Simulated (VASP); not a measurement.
Consider the following.

```
CELL_PARAMETERS angstrom
      4.21602     0.00000     0.00000
     -2.10801     3.65118     0.00000
      0.00000     0.00000     6.80322
ATOMIC_POSITIONS crystal
  Mg 0.66667 0.33333 0.49810
  Mg 0.33333 0.66667 0.99810
  Se 0.66667 0.33333 0.87690
  Se 0.33333 0.66667 0.37690
```

These are r2SCAN meta-GGA, VASP's PBE PAW potentials (set 64) (plane waves; VASP 6.6.1) values and carry that method's errors. Settings: 400 eV cut-off, 7×7×4 Γ-centred mesh, tetrahedra with Blöchl corrections, potentials Mg Se.

### Question
Give the energies of bands 3 to 11 at the high-symmetry points, in eV from the valence-band maximum.

### Answer

```
band      Γ      M      K      A      L      H
----  -----  -----  -----  -----  -----  -----
3     -3.28  -3.05  -2.47  -1.99  -3.15  -2.85
4     -0.52  -2.52  -2.37  -1.99  -3.15  -2.85
5     -0.52  -1.94  -2.37  -0.30  -0.88  -2.00
6     -0.07  -1.24  -1.39  -0.30  -0.88  -2.00
7     -0.07  -0.96  -1.38  -0.30  -0.85  -0.57
8      0.00  -0.45  -1.38  -0.30  -0.85  -0.57
9      3.36   4.71   4.81   4.86   4.59   5.67
10     4.61   5.22   7.33   4.86   4.59   5.67
11     7.42   5.74   7.58   7.60   6.20   6.47
```

The gap is direct, 3.36 eV, from the valence maximum at Γ to the conduction minimum at Γ.

The structure comes from a computed database's MgSe entry (P6_3mc); how it stands against other phases isn't given here. It was relaxed first.
